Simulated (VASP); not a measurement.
Input:

```
CELL_PARAMETERS angstrom
      0.00000     4.06552     4.21684
      2.36369     0.00000     4.21684
      2.36369     4.06552     0.00000
ATOMIC_POSITIONS crystal
  Ti 0.50000 0.50000 0.50000
  Ti 0.75000 0.75000 0.75000
  Si 0.83554 0.16446 0.83554
  Si 0.16446 0.83554 0.16446
  Si 0.41446 0.08554 0.41446
  Si 0.08554 0.41446 0.08554
```

Calculation: LDA (Ceperley-Alder, Perdew-Zunger), VASP's LDA PAW potentials (set 64) (plane waves; VASP 6.6.1). Run with 400 eV cut-off, 9×9×9 Γ-centred mesh, tetrahedra with Blöchl corrections, potentials Ti_sv Si.

### Question
Estimate the energy per atom (σ→0), band gap (on the k-mesh) with the smallest direct gap where there is one.

### Answer

- band gap (on the k-mesh): none (metal, semimetal or under 0.01 eV)
- energy per atom (σ→0): -7.490 eV/atom

The structure comes from a computed database's TiSi2 entry (Fddd); how it stands against other phases isn't given here. It was relaxed first.
